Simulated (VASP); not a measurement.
VASP ran on this input.

### KPOINTS
```
Automatic mesh
0
Gamma
6 6 6
0 0 0
```

### POSCAR
```
InSb
1
    0.0000000000     3.2400000000     3.2400000000
    3.2400000000     0.0000000000     3.2400000000
    3.2400000000     3.2400000000     0.0000000000
In Sb
1 1
Direct
  0.0000000000   0.0000000000   0.0000000000
  0.2500000000   0.2500000000   0.2500000000
```

**INCAR**
```
AGGAC  =  0.0
ALGO  =  Normal
EDIFF  =  1E-6
EDIFFG  =  -0.01
ENCUT  =  520
GGA  =  MK
IBRION  =  2
ISIF  =  3
ISMEAR  =  0
LASPH  =  .TRUE.
LCHARG  =  .FALSE.
LMAXMIX  =  4
LREAL  =  .FALSE.
LUSE_VDW  =  .TRUE.
LWAVE  =  .FALSE.
NELM  =  100
NSW  =  60
PARAM1  =  0.1234
PARAM2  =  1.0
PREC  =  Accurate
SIGMA  =  0.05
SYSTEM  =  InSb
```

POTCAR, in this order: In_d Sb (PBE.64 set). Program: vasp_std.

**Question.** Write an equivalent input for Quantum ESPRESSO's pw.x.

**Answer.** One equivalent input (not run):
```
&CONTROL
  calculation = 'vc-relax'
  pseudo_dir = './pseudo'
  outdir = './out'
  tprnfor = .true.
  tstress = .true.
  nstep = 60
  forc_conv_thr = 0.00039
/
&SYSTEM
  ibrav = 0
  nat = 2
  ntyp = 2
  ecutwfc = 80
  occupations = 'smearing'
  smearing = 'gaussian'
  degauss = 0.003675
  input_dft = 'vdw-df-ob86'
/
&ELECTRONS
  conv_thr = 7.3e-08
  electron_maxstep = 100
/
&IONS
/
&CELL
/
ATOMIC_SPECIES
  In 114.818 In.upf
  Sb 121.760 Sb.upf
CELL_PARAMETERS angstrom
     0.0000000    3.2400000    3.2400000
     3.2400000    0.0000000    3.2400000
     3.2400000    3.2400000    0.0000000
ATOMIC_POSITIONS crystal
  In   0.0000000  0.0000000  0.0000000
  Sb   0.2500000  0.2500000  0.2500000
K_POINTS automatic
  6 6 6 0 0 0
```
What does not carry over: the potentials are each code's own (VASP's PAW set, PseudoDojo norm-conserving files in pw.x), so ENCUT and ecutwfc are chosen apart and not converted; conv_thr bounds pw.x's estimated SCF error, while EDIFF bounds the energy change between steps; forc_conv_thr acts on force components and is met together with etot_conv_thr.

The compound is InSb in the zinc blende structure. This run relaxes it. Symmetry was kept, so distortions that lower it aren't found.
